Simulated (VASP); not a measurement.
Data:

```xyz
2
Lattice="0.0000 2.4338 2.4338 2.4338 0.0000 2.4338 2.4338 2.4338 0.0000" Properties=species:S:1:pos:R:3 pbc="T T T"
Cu     0.0000     0.0000     0.0000
Cl     1.2169     1.2169     1.2169
```

These are PBEsol GGA, VASP's PBE PAW potentials (set 64) (plane waves; VASP) values and carry that method's errors. Settings: 500 eV cut-off, 9×9×9 Γ-centred mesh, Gaussian smearing of 0.050 eV, potentials Cu Cl.

Problem. Estimate the energy per atom (σ→0), pressure, band gap (on the k-mesh) with the smallest direct gap where there is one.

Solution. 
| Property | Result |
|---|---|
| band gap (on the k-mesh) | 1.21 eV |
| smallest direct gap (on the k-mesh) | 1.21 eV |
| energy per atom (σ→0) | -3.226 eV/atom |
| pressure | 29.95 GPa |

Total energies compare only between runs with the same potentials, cut-off and functional.

The compound is CuCl in the zinc blende structure. It was relaxed first under an external pressure of 30 GPa.
